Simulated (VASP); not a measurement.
Data:

```yaml
crystal:
  lattice:
    - [1.62347, -2.81194, 0.00000]
    - [1.62347, 2.81194, 0.00000]
    - [0.00000, 0.00000, 5.20979]
  atoms:
    - { symbol: Zn, position: [0.66667, 0.33333, 0.50030] }
    - { symbol: Zn, position: [0.33333, 0.66667, 0.00030] }
    - { symbol: O, position: [0.66667, 0.33333, 0.88170] }
    - { symbol: O, position: [0.33333, 0.66667, 0.38170] }
```

Calculation: r2SCAN meta-GGA, VASP's PBE PAW potentials (set 64) (plane waves; VASP). Numerical set-up: 600 eV cut-off, 8×8×4 Γ-centred mesh, Gaussian smearing of 0.050 eV, potentials Zn O.

Each row applies one change to this cell, which was relaxed at other settings and keeps the small stress of the first row; at a fixed cut-off the stress holds a Pulay part, so it need not integrate to ΔE exactly. Stress is in GPa, positive when the cell is compressed.

| change | ΔE (meV/atom) | σxx | σyy | σzz | largest shear component, with its sign (GPa) |
|---|---|---|---|---|---|
| none | 0.0 | -0.32 | -0.32 | -0.31 | 0.00 |
| shear strain γ_xy = +2.0 % | 1.4 | -0.23 | -0.28 | -0.30 | -1.82 |
| isotropic strain of +0.5 % | 1.3 | -2.54 | -2.54 | -2.49 | 0.00 |
| biaxial strain of -1.5 % in the xy plane with the ions relaxed | 5.1 | 4.84 | 4.84 | 3.91 | 0.00 |
| isotropic strain of +2.0 % with the ions relaxed | 18.8 | -8.21 | -8.21 | -7.68 | 0.00 |
| uniaxial strain of -1.0 % along x with the ions relaxed | 0.5 | 1.52 | 0.88 | 1.26 | 0.00 |
| shear strain γ_xz = +1.5 % | 0.5 | -0.32 | -0.32 | -0.31 | -0.84 |

Failed runs are left out, and for metals the shear rows, which the mesh's noise covers.

The compound is ZnO in the wurtzite structure.
